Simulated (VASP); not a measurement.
```yaml
crystal:
  lattice:
    - [4.67892, 0.00000, 0.00000]
    - [0.00000, 4.67892, 0.00000]
    - [0.00000, 0.00000, 5.89583]
  atoms:
    - { symbol: Au, position: [0.50000, 0.00000, 0.23680] }
    - { symbol: Au, position: [0.00000, 0.50000, 0.76320] }
    - { symbol: Br, position: [0.00000, 0.00000, 0.00000] }
    - { symbol: Br, position: [0.50000, 0.50000, 0.00000] }
```

The numbers are results of PBE GGA, VASP's PBE PAW potentials (set 64) (plane waves; VASP), not measurements. Run with LASPH = .FALSE., 400 eV cut-off, 4×4×4 Γ-centred mesh, Gaussian smearing of 0.050 eV, potentials Au Br.

Give the force on each atom (eV/Å).

```json
[
 {"atom": "Au1", "Fx": "0.000", "Fy": "0.000", "Fz": "-0.120"},
 {"atom": "Au2", "Fx": "0.000", "Fy": "0.000", "Fz": "0.120"},
 {"atom": "Br3", "Fx": "0.000", "Fy": "0.000", "Fz": "0.000"},
 {"atom": "Br4", "Fx": "0.000", "Fy": "0.000", "Fz": "0.000"}
]
```

Give the stress tensor in GPa (positive for a compressed cell).

```
 7.72   0.00   0.00
 0.00   7.72   0.00
 0.00   0.00  -2.02
```
The pressure is its mean diagonal, 4.47 GPa.

The structure was generated: AuBr was put into the litharge type (P4/nmm), which need not be its known phase. The cell was not relaxed at this level. The k-mesh is coarse (spacing up to 0.34 per Å, 2π included), so the numbers may not be converged in it. The run is one of a series of settings (LASPH = .FALSE. against the base run), some of them coarse on purpose.
